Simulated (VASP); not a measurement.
```xyz
7
Lattice="4.1543 0.0000 0.0000 0.0000 4.1543 0.0000 0.0000 0.0000 4.1543" Properties=species:S:1:pos:R:3 pbc="T T T"
La     0.0000     0.0000     0.0000
B      3.3243     2.0772     2.0772
B      2.0772     0.8300     2.0772
B      2.0772     3.3243     2.0772
B      0.8300     2.0772     2.0772
B      2.0772     2.0772     3.3243
B      2.0772     2.0772     0.8300
```

Computed with PBE GGA, VASP's PBE PAW potentials (set 64) (plane waves; VASP). Settings: 620 eV cut-off, 8×8×8 Γ-centred mesh, first-order Methfessel-Paxton smearing of 0.10 eV, potentials La B.

Task: Predict the energy per atom (σ→0), band gap (on the k-mesh) with the smallest direct gap where there is one.

Result: 
| Item | Value |
|---|---|
| band gap (on the k-mesh) | none (metal, semimetal or under 0.01 eV) |
| energy per atom (σ→0) | -7.009 eV/atom |

Total energies compare only between runs with the same potentials, cut-off and functional.

The compound is LaB6 in the cab6 structure. It was relaxed first. The electron count is odd and the run is not spin-polarised, which forces a metal.
